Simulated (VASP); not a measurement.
## Quasiparticle energies of C (Diamond) in VASP

Wanted: how far GW moves the Kohn-Sham levels of C (Diamond). The cell has space group Fd-3m. The start is a cell from a database of measured crystal structures.

Calculated with VASP 6.6.1; LDA; plane waves and PAW (C_GW), in the first sound run; inputs show where later runs differ.

### 1. Set-up

The structure is cubic, space group Fd-3m (No. 227). Conventional cell: a = 3.567 Å, b = 3.567 Å, c = 3.567 Å, α = 90.00°, β = 90.00°, γ = 90.00°. Nearest to C lie 4 C at 1.54 Å.

As a file:

```cif
data_structure
_symmetry_space_group_name_H-M 'Fd-3m:1'
_symmetry_Int_Tables_number 227
_cell_length_a 3.5667
_cell_length_b 3.5667
_cell_length_c 3.5667
_cell_angle_alpha 90.000
_cell_angle_beta 90.000
_cell_angle_gamma 90.000
_cell_volume 45.37
loop_
_atom_site_label
_atom_site_type_symbol
_atom_site_symmetry_multiplicity
_atom_site_Wyckoff_symbol
_atom_site_fract_x
_atom_site_fract_y
_atom_site_fract_z
_atom_site_occupancy
C1 C 8 a 0.25000 0.25000 0.25000 1
```

### 2. Ground state

The orbitals come from a self-consistent LDA run with a tight EDIFF and a narrow smearing. KPOINTS_OPT adds the bands along a path, which shows whether the mesh holds the band edges.

INCAR

```
SYSTEM = C
PREC = Accurate
ENCUT = 440
EDIFF = 1E-08
NELM = 100
ISMEAR = 0
SIGMA = 0.01
LREAL = .FALSE.
ALGO = Normal
GGA = CA
NBANDS = 10
LORBIT = 11
LWAVE = .TRUE.
LCHARG = .FALSE.
KPAR = 4
```

POSCAR

```
C
1.0
    0.0000000000      1.7833700000      1.7833700000
    1.7833700000      0.0000000000      1.7833700000
    1.7833700000      1.7833700000      0.0000000000
C
2
Direct
    0.7500000000      0.7500000000      0.7500000000
    0.5000000000      0.5000000000      0.5000000000
```

KPOINTS

```
Automatic mesh
0
Gamma
8 8 8
0 0 0
```

KPOINTS_OPT

```
Line mode
12
Line-mode
Reciprocal
  0.00000000   0.00000000   0.00000000 GAMMA
  0.50000000   0.00000000   0.50000000 X

  0.50000000   0.00000000   0.50000000 X
  0.50000000   0.25000000   0.75000000 W

  0.50000000   0.25000000   0.75000000 W
  0.37500000   0.37500000   0.75000000 K

  0.37500000   0.37500000   0.75000000 K
  0.00000000   0.00000000   0.00000000 GAMMA

  0.00000000   0.00000000   0.00000000 GAMMA
  0.50000000   0.50000000   0.50000000 L

  0.50000000   0.50000000   0.50000000 L
  0.62500000   0.25000000   0.62500000 U

  0.62500000   0.25000000   0.62500000 U
  0.50000000   0.25000000   0.75000000 W

  0.50000000   0.25000000   0.75000000 W
  0.50000000   0.50000000   0.50000000 L

  0.50000000   0.50000000   0.50000000 L
  0.37500000   0.37500000   0.75000000 K

  0.62500000   0.25000000   0.62500000 U
  0.50000000   0.00000000   0.50000000 X
```

The projector-augmented-wave data sets are C_GW (LDA family, release 64).

Command:

```bash
$ mpirun -np 4 vasp_std
```

Log:

```text
[banner, memory and clock lines left out]
running    4 mpi-ranks, on    1 nodes
 distrk:  each k-point on    1 cores,    4 groups
 distr:  one band on    1 cores,    1 groups

 POSCAR found type information on POSCAR C
 POSCAR found :  1 types and       2 ions
 LDA part: xc-table for (Slater(with rela. corr.)+CA(PZ))
 , standard interpolation
 POSCAR, INCAR and KPOINTS ok, starting setup
 FFT: planning ... GRIDC
 FFT: planning ... GRID_SOFT
 FFT: planning ... GRID
 WAVECAR not read
 entering main loop
       N       E                     dE             d eps       ncg     rms          rms(c)
DAV:   1     0.977055672247E+01    0.97706E+01   -0.43982E+03   596   0.693E+02
DAV:   2    -0.204686590065E+02   -0.30239E+02   -0.28511E+02   748   0.192E+02
DAV:   3    -0.210462372666E+02   -0.57758E+00   -0.57484E+00   710   0.205E+01
DAV:   4    -0.210478317242E+02   -0.15945E-02   -0.15943E-02   660   0.124E+00
DAV:   5    -0.210478380464E+02   -0.63221E-05   -0.63220E-05   706   0.777E-02    0.491E+00
DAV:   6    -0.204421338311E+02    0.60570E+00   -0.33722E-01   778   0.531E+00    0.263E+00
DAV:   7    -0.202270482610E+02    0.21509E+00   -0.38259E-01   824   0.538E+00    0.359E-01
DAV:   8    -0.202263847728E+02    0.66349E-03   -0.58314E-03   636   0.919E-01    0.288E-02
DAV:   9    -0.202263916022E+02   -0.68294E-05   -0.20203E-05   662   0.453E-02    0.138E-02
DAV:  10    -0.202263933221E+02   -0.17198E-05   -0.11702E-06   658   0.106E-02    0.143E-03
DAV:  11    -0.202263933268E+02   -0.47943E-08   -0.12075E-08   766   0.153E-03
   1 F= -.20226393E+02 E0= -.20226393E+02  d E =-.273292E-23
 Start KPOINTS_OPT (optional k-point list driver)
k-point batch [1-29\120]
       N       E                     dE             ncg
DAV:   1     0.108291282705E+04   -0.94961E+04      596
DAV:   2     0.203465999138E+03   -0.87945E+03      776
DAV:   3     0.190952001759E+03   -0.12514E+02      708
DAV:   4     0.190913833348E+03   -0.38168E-01      646
DAV:   5     0.190913675836E+03   -0.15751E-03      692
DAV:   6     0.190913674874E+03   -0.96208E-06      672
DAV:   7     0.190913674866E+03   -0.82452E-08      698
[...]
k-point batch [117-120\120]
       N       E                     dE             ncg
DAV:   1     0.990145615989E+04   -0.15095E+04       80
DAV:   2     0.979236058180E+04   -0.10910E+03      116
DAV:   3     0.979067747725E+04   -0.16831E+01       92
DAV:   4     0.979067093988E+04   -0.65374E-02       98
DAV:   5     0.979067091996E+04   -0.19921E-04      104
DAV:   6     0.979067091993E+04   -0.24296E-07       96
DAV:   7     0.979067091993E+04   -0.67303E-10      104
 writing wavefunctions
```

Elapsed: 3.2 s, on 4 MPI ranks of AMD EPYC 7R43, shared host; peak memory 0.33 GiB; 9.9 s of CPU time.

Lines that name or quote the potential files are left out of all logs, and their timing lines are given in words.

Parts of OUTCAR (step 2):

```text
ion  position               nearest neighbor table
   1  0.750  0.750  0.750-   2 1.54   2 1.54   2 1.54   2 1.54
   2  0.500  0.500  0.500-   1 1.54   1 1.54   1 1.54   1 1.54

  LATTYP: Found a face centered cubic cell.
 ALAT       =     3.5667400000

 Subroutine GETGRP returns: Found 48 space group operations
 (whereof 24 operations were pure point group operations)

The static configuration has the point symmetry T_d .
 The point group associated with its full space group is O_h .

 Found     29 irreducible k-points:

   k-points           NKPTS =     29   k-points in BZ     NKDIM =     29   number of bands    NBANDS=     10

   dimension x,y,z NGX =    18 NGY =   18 NGZ =   18
   dimension x,y,z NGXF=    36 NGYF=   36 NGZF=   36

   ENCUT  =  440.0 eV  32.34 Ry    5.69 a.u.   4.31  4.31  4.31*2*pi/ulx,y,z

   NELECT =       8.0000    total number of electrons

 k-points in reciprocal lattice and weights: Automatic mesh
   0.00000000  0.00000000  0.00000000       0.002
   0.12500000  0.00000000  0.00000000       0.016
   0.25000000  0.00000000  0.00000000       0.016
   0.37500000  0.00000000  0.00000000       0.016
   0.50000000  0.00000000  0.00000000       0.008
   0.12500000  0.12500000  0.00000000       0.012
   0.25000000  0.12500000  0.00000000       0.047
   0.37500000  0.12500000  0.00000000       0.047
   0.50000000  0.12500000  0.00000000       0.047
[...]
-0.37500000  0.50000000  0.12500000       0.023
  -0.25000000  0.50000000  0.25000000       0.012

 average (electrostatic) potential at core
       1 -49.4957       2 -49.4957

 E-fermi :   9.8253

 k-point     1 :       0.0000    0.0000    0.0000
  band No.  band energies     occupation
      1     -11.5539      2.00000
      2       9.7590      2.00000
      3       9.7590      2.00000
      4       9.7590      2.00000
      5      15.3056      0.00000
      6      15.3056      0.00000
      7      15.3056      0.00000
      8      23.3131      0.00000
      9      28.7668      0.00000
    ...

 k-point     2 :       0.1250    0.0000    0.0000
  band No.  band energies     occupation
      1     -11.1223      2.00000
      2       7.3812      2.00000
      3       9.1117      2.00000
      4       9.1117      2.00000
      5      16.1597      0.00000
      6      16.1597      0.00000
      7      16.6053      0.00000
      8      23.6066      0.00000
      9      29.3965      0.00000
    ...

 k-point     3 :       0.2500    0.0000    0.0000
  band No.  band energies     occupation
      1      -9.8400      2.00000
      2       3.2333      2.00000
      3       8.0231      2.00000
      4       8.0231      2.00000
      5      17.4876      0.00000
      6      17.4876      0.00000
      7      17.9543      0.00000
      8      24.3490      0.00000
      9      30.1581      0.00000
    ...

  Total       -1.2868938     -1.2868938     -1.2868938      0.0000000      0.0000000     -0.0000000
  in kB     -181.7602609   -181.7602609   -181.7602609      0.0000000      0.0000000     -0.0000000
  external PRESSURE =    -181.7602609 kB  Pullay stress =       0.0000000 kB

  energy-cutoff  :      440.00
  volume of cell :       11.34
      direct lattice vectors                 reciprocal lattice vectors
     0.000000000  1.783370000  1.783370000    -0.280368067  0.280368067  0.280368067
     1.783370000  0.000000000  1.783370000     0.280368067 -0.280368067  0.280368067
     1.783370000  1.783370000  0.000000000     0.280368067  0.280368067 -0.280368067

 POSITION                                       TOTAL-FORCE (eV/Angst)
 -----------------------------------------------------------------------------------
      2.67505      2.67505      2.67505         0.000000      0.000000      0.000000
      1.78337      1.78337      1.78337        -0.000000     -0.000000     -0.000000
 -----------------------------------------------------------------------------------
    total drift:                                0.000000     -0.000000      0.000000

  FREE ENERGIE OF THE ION-ELECTRON SYSTEM (eV)
  ---------------------------------------------------
  free  energy   TOTEN  =       -20.2263933268 eV

  energy  without entropy=      -20.2263933268  energy(sigma->0) =      -20.22639333

 total charge
# of ion       s       p       d       tot
------------------------------------------
    1        0.791   1.719   0.000   2.510
    2        0.791   1.719   0.000   2.510
--------------------------------------------------
tot          1.582   3.438   0.000   5.019

[... 3 further parts left out ...]
```

This step gave:

| Property | Result |
| --- | --- |
| free energy (TOTEN) | -20.23 eV |
| Fermi energy | 9.825 eV |
| pressure | -18.18 GPa |
| least gap on mesh and path | 4.100 eV |
| least direct gap on mesh and path | 5.547 eV |

The highest empty bands on the path are converged less tightly, to about 0.1 eV. Electronic bands along the path, in eV, zero at the valence-band top; v1 is the highest filled band, c1 the lowest empty one:

| point | v3 | v2 | v1 | c1 | c2 | c3 | c4 |
| --- | --- | --- | --- | --- | --- | --- | --- |
| Γ | 0.00 | 0.00 | 0.00 | 5.55 | 5.55 | 5.55 | 13.55 |
| 0.45 of the way | -3.73 | -3.72 | -3.72 | 4.54 | 10.80 | 10.80 | 10.94 |
| X | -12.60 | -6.28 | -6.28 | 4.71 | 4.71 | 16.63 | 16.63 |
| 0.45 of the way | -12.31 | -7.17 | -7.17 | 6.48 | 6.48 | 15.66 | 15.66 |
| W | -11.77 | -8.35 | -8.35 | 10.45 | 10.45 | 12.34 | 12.34 |
| 0.45 of the way | -11.49 | -9.05 | -6.77 | 7.68 | 10.72 | 13.24 | 14.08 |
| K | -11.58 | -9.36 | -5.35 | 5.62 | 10.66 | 14.24 | 15.53 |
| 0.45 of the way | -7.04 | -6.14 | -2.06 | 8.52 | 8.55 | 10.58 | 13.64 |
| Γ | 0.00 | 0.00 | 0.00 | 5.55 | 5.55 | 5.55 | 13.55 |
| 0.55 of the way | -7.29 | -1.91 | -1.91 | 7.90 | 7.90 | 8.36 | 14.74 |
| L | -13.36 | -2.78 | -2.78 | 8.39 | 8.39 | 9.01 | 15.41 |
| 0.45 of the way | -12.70 | -5.39 | -3.76 | 7.28 | 10.41 | 11.37 | 14.98 |
| U | -11.58 | -9.36 | -5.35 | 5.62 | 10.66 | 14.24 | 15.53 |
| 0.55 of the way | -11.49 | -9.05 | -6.77 | 7.68 | 10.72 | 13.24 | 14.08 |
| W | -11.77 | -8.35 | -8.35 | 10.45 | 10.45 | 12.34 | 12.34 |
| 0.45 of the way | -12.14 | -6.69 | -5.01 | 8.27 | 9.60 | 13.43 | 14.52 |
| L | -13.36 | -2.78 | -2.78 | 8.39 | 8.39 | 9.01 | 15.41 |
| 0.55 of the way | -12.43 | -6.26 | -4.07 | 6.93 | 11.12 | 12.19 | 14.53 |
| K | -11.58 | -9.36 | -5.35 | 5.62 | 10.66 | 14.24 | 15.53 |
| jump to U | -11.58 | -9.36 | -5.35 | 5.62 | 10.66 | 14.24 | 15.53 |
| 0.45 of the way | -12.30 | -7.76 | -5.99 | 4.98 | 6.92 | 15.83 | 16.25 |
| X | -12.60 | -6.28 | -6.28 | 4.71 | 4.71 | 16.63 | 16.63 |

The electronic bands as a text plot (rows in eV, shown from -8.0 to 10.1 only):

```
    9.7 |   ++              + +            +       ++  + ++
    9.0 |                     +        +++++     +   +++++    +
    8.2 |  +  +     +       ++        ++++++        ++++++
    7.5 |              +   +  ++     +      +             +
    6.7 | +    +          +     +  +++       +  +          +
    6.0 |+      +  +    ++     +++ +          ++            ++ +
    5.2 |+++      +               +                           +++
    4.4 |   ++++++                                              +
    3.7 |
    2.9 |
    2.2 |
    1.4 |
    0.7 |
   -0.1 |*                      ****
   -0.8 | *                    * *  **
   -1.6 |  *                  * *  *  *
   -2.3 |   *                * *       **
   -3.1 |   *               *  *    *    ***           ****
   -3.9 |                 **         *     **         *    *
   -4.6 |    *                *              **      **   * *
   -5.4 |    ***        **                  *  *    *        **
   -6.1 |       ***          **                 *    *     *   **
   -6.9 |     *    *   *     *               *     *
   -7.6 |           *       *         *          *  *          *
         Γ       X    W  K        Γ      L     U  W     L   K|U X
```

The cell has a gap of 4.10 eV on mesh and path and a pressure of -18.2 GPa, which holds the misfit of the given cell and coordinates with this functional, and any error of cutoff, mesh and data sets.

### 3. Empty bands, functional LDA

ALGO = Exact makes the empty bands from the converged ground state in one step. LOPTICS writes the k-derivatives of the orbitals (WAVEDER), which give the long-wavelength limit of the screening.

INCAR

```
SYSTEM = C
PREC = Accurate
ENCUT = 440
ISMEAR = 0
SIGMA = 0.01
LREAL = .FALSE.
GGA = CA
NBANDS = 64
ALGO = Exact
NELM = 1
LWAVE = .TRUE.
LCHARG = .FALSE.
LOPTICS = .TRUE.
NEDOS = 1000
CSHIFT = 0.1
```

POSCAR is that of step 2.

KPOINTS is that of step 2.

Command:

```bash
$ mpirun -np 4 vasp_std
```

Log:

```text
[banner, memory and clock lines left out]
running    4 mpi-ranks, on    1 nodes
 distrk:  each k-point on    4 cores,    1 groups
 distr:  one band on    1 cores,    4 groups

 POSCAR found type information on POSCAR C
 POSCAR found :  1 types and       2 ions
 LDA part: xc-table for (Slater(with rela. corr.)+CA(PZ))
 , standard interpolation
 found WAVECAR, reading the header
  number of bands has changed, file:    10 present:    64
  trying to continue reading WAVECAR, but it might fail
 POSCAR, INCAR and KPOINTS ok, starting setup
 FFT: planning ... GRIDC
 FFT: planning ... GRID_SOFT
 FFT: planning ... GRID
 reading WAVECAR
 random initialization beyond band           10
 the WAVECAR file was read successfully
 initial charge from wavefunction
 entering main loop
       N       E                     dE             d eps       ncg     rms          rms(c)
DIA:   1    -0.202263933376E+02   -0.20226E+02    0.00000E+00     0   0.000E+00
   1 F= -.20226393E+02 E0= -.20226393E+02  d E =-.104434E-49
 writing wavefunctions
 optical routines
 imaginary and real dielectric function
 recalculating local potential from charge density
 direction            1
 direction            2
 direction            3
```

Run time: 2.4 s. Hardware: 4 MPI ranks; peak memory 0.31 GiB; 6.9 s of CPU time.

Parts of OUTCAR (step 3):

```text
 Found     29 irreducible k-points:

   k-points           NKPTS =     29   k-points in BZ     NKDIM =     29   number of bands    NBANDS=     64

   NELECT =       8.0000    total number of electrons

 E-fermi :   9.8614

 k-point     4 :       0.3750    0.0000    0.0000
  band No.  band energies     occupation
      1      -7.7677      2.00000
      2      -0.8429      2.00000
      3       7.2507      2.00000
      4       7.2507      2.00000
      5      18.0754      0.00000
      6      18.0754      0.00000
      7      18.5889      0.00000
      8      24.9940      0.00000
      9      30.6201      0.00000
    ...

 k-point     5 :       0.5000    0.0000    0.0000
  band No.  band energies     occupation
      1      -5.7154      2.00000
      2      -3.5972      2.00000
      3       6.9789      2.00000
      4       6.9789      2.00000
      5      18.1455      0.00000
      6      18.1455      0.00000
      7      18.7700      0.00000
      8      25.1687      0.00000
      9      31.2817      0.00000
    ...

  Total       -1.2868608     -1.2868608     -1.2868608     -0.0000000      0.0000000      0.0000000
  in kB     -181.7555955   -181.7555955   -181.7555955     -0.0000000      0.0000000      0.0000000
  external PRESSURE =    -181.7555955 kB  Pullay stress =       0.0000000 kB

 POSITION                                       TOTAL-FORCE (eV/Angst)
 -----------------------------------------------------------------------------------
      2.67505      2.67505      2.67505        -0.000000      0.000000     -0.000000
      1.78337      1.78337      1.78337         0.000000     -0.000000      0.000000
 -----------------------------------------------------------------------------------
    total drift:                                0.000000     -0.000000      0.000000

  FREE ENERGIE OF THE ION-ELECTRON SYSTEM (eV)
  ---------------------------------------------------
  free  energy   TOTEN  =       -20.2263933376 eV

  energy  without entropy=      -20.2263933376  energy(sigma->0) =      -20.22639334

 plasma frequency squared (from intraband transitions) (eV^2)
  --------------------------------------------------------------------------------------
       0.000       0.000       0.000
       0.000       0.000      -0.000
       0.000      -0.000       0.000

[... 12 parts as in an earlier step ...]

[... 1 further part left out ...]
```

The gap is read on the k-mesh alone, so it is an upper bound where the band edges lie off the mesh, and a coarse mesh can show a gap where there is none.

A gap read on the k-mesh alone can miss the band edges.

This step gave:

```
gap on the k-mesh              : 4.103 eV
least direct gap on the k-mesh : 5.547 eV
```

WAVECAR now holds 64 bands for 8 electrons. Its independent-particle dielectric tensor has xx, yy, zz = 6.0, 6.0, 6.0 on this mesh. It isn't tested for convergence in mesh or bands and lacks local fields, and at a small direct gap a coarse mesh makes it too large, which overscreens the GW step.

[end of part 1 of 7]

[Lines on the potential files, build, host, timing and source positions are cut from VASP's logs without a mark.]

[Logs are printed without paths, hosts, clocks, repeated set-up lines and the standing remarks that a program may print on its own settings, such as how far it seeks lower states.]

[Hosts, paths, dates, database ids (printed as entryN), source tags and the programs' standing remarks are cut or masked in the printed files.]

[Pressures printed for these runs are not shown converged in the cutoff: they can be off by several GPa and have the wrong sign.]

[In band tables of VASP the shares of atoms and orbitals are scaled to a sum of 1 inside the atoms' spheres.]
